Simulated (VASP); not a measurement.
Input:

```xyz
2
Lattice="3.0124 0.0000 0.0000 0.0000 3.0124 0.0000 0.0000 0.0000 3.0124" Properties=species:S:1:pos:R:3 pbc="T T T"
Al     1.5062     1.5062     1.5062
Ru     0.0000     0.0000     0.0000
```

Computed with MS2 meta-GGA, VASP's PBE PAW potentials (set 64) (plane waves; VASP). Numerical set-up: 520 eV cut-off, 12×12×12 Γ-centred mesh, first-order Methfessel-Paxton smearing of 0.10 eV, potentials Al Ru_pv.

Q: Give the stress tensor in GPa (positive for a compressed cell).

A: 
```
-6.36   0.00   0.00
 0.00  -6.36   0.00
 0.00   0.00  -6.36
```
The pressure is its mean diagonal, -6.36 GPa.

The compound is RuAl in the CsCl type structure. This cell is one point of a volume scan, at 1.03 of the reference volume. The electron count is odd and the run is not spin-polarised, which forces a metal.
